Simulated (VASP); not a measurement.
The system is EuAl4Si2Rh.

```xyz
8
Lattice="4.1760 0.0000 0.0000 0.0000 4.1760 0.0000 0.0000 0.0000 8.2890" Properties=species:S:1:pos:R:3 pbc="T T T"
Eu    0.0000    0.0000    4.1445
Al    0.0000    2.0880    1.3926
Al    2.0880    0.0000    1.3926
Al    0.0000    2.0880    6.8964
Al    2.0880    0.0000    6.8964
Si    2.0880    2.0880    2.9625
Si    2.0880    2.0880    5.3265
Rh    0.0000    0.0000    0.0000
```

Base run:

```yaml
Program: VASP 6.6.1
Functional: PBEsol
Potentials_or_basis: VASP PAW PBE potentials, release 64 (Eu, Al, Si, Rh_pv)
Cutoff: 700 eV
k_mesh: 6 × 6 × 3
Occupations: fermi-dirac, width 0.02 eV
Spin: collinear spin, ferromagnetic start
Starting_moments: "[7.0, 0.0, 0.0, 0.0, 0.0, 0.0, 0.0, 0.0] μB"
Hubbard_terms: Eu f U = 6.0 eV
```

Its results: band gap on the k mesh none (metal or under the smearing width); pressure -1.3 GPa; net moment 7.00 μB per cell; site moments Eu +6.70; Al -0.00; Si -0.01; Rh -0.01 μB; largest force 0.011 eV/Å.

**Question.** The run is repeated on the same cell with these changes: functional from PBEsol to PBE; cutoff from 700 eV to 520 eV. What comes out?

**Answer.** Band gap on the k mesh none (metal or under the smearing width); pressure 1.4 GPa; net moment 7.00 μB per cell; site moments Eu +6.69; Al -0.00; Si -0.01; Rh -0.01 μB; largest force 0.086 eV/Å.

PBE binds less tightly than PBEsol, so the same cell stands under more pressure.

Caveats: spin-orbit coupling is left out, which moves the levels of the heavy elements; the PAW data sets were made with another functional, which shifts forces and pressure a little (some runs).
